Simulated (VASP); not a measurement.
Consider the following.

```yaml
crystal:
  lattice:
    - [3.56493, 0.00000, 0.00000]
    - [-1.78247, 3.08732, 0.00000]
    - [0.00000, 0.00000, 7.82668]
  atoms:
    - { symbol: Ti, position: [0.33333, 0.66667, 0.02915] }
    - { symbol: Ti, position: [0.66667, 0.33333, 0.52915] }
    - { symbol: Se, position: [0.33333, 0.66667, 0.34585] }
    - { symbol: Se, position: [0.66667, 0.33333, 0.84585] }
```

These are PBE GGA, VASP's PBE PAW potentials (set 64) (plane waves; VASP) values and carry that method's errors. Numerical set-up: 400 eV cut-off, Gaussian smearing of 0.050 eV, potentials Ti_sv Se.

Give the energies of bands 11 to 21 at the high-symmetry points, in eV from the Fermi level.

```csv
band,Γ,M,K,A,L,H
11,-6.25,-5.74,-5.08,-5.54,-5.78,-4.98
12,-4.71,-5.69,-4.87,-5.54,-5.78,-4.98
13,-2.69,-4.51,-4.72,-2.50,-4.23,-4.96
14,-2.69,-4.14,-4.72,-2.50,-4.23,-4.96
15,-2.27,-3.30,-4.12,-2.50,-3.00,-3.78
16,-2.26,-2.63,-4.12,-2.50,-3.00,-3.78
17,-0.50,-1.08,-0.40,-0.14,-0.77,-0.40
18,-0.11,-0.58,-0.33,-0.14,-0.77,-0.40
19,0.22,0.24,0.16,0.39,0.41,0.03
20,0.22,0.83,0.16,0.39,0.41,0.03
21,0.57,0.94,0.86,0.39,1.27,1.18
```

It has no gap at this level: it comes out as a metal or semimetal.

The structure was generated: TiSe was put into the wurtzite type (P6_3mc), which need not be its known phase. It was relaxed first, which changed the volume by -36 %.
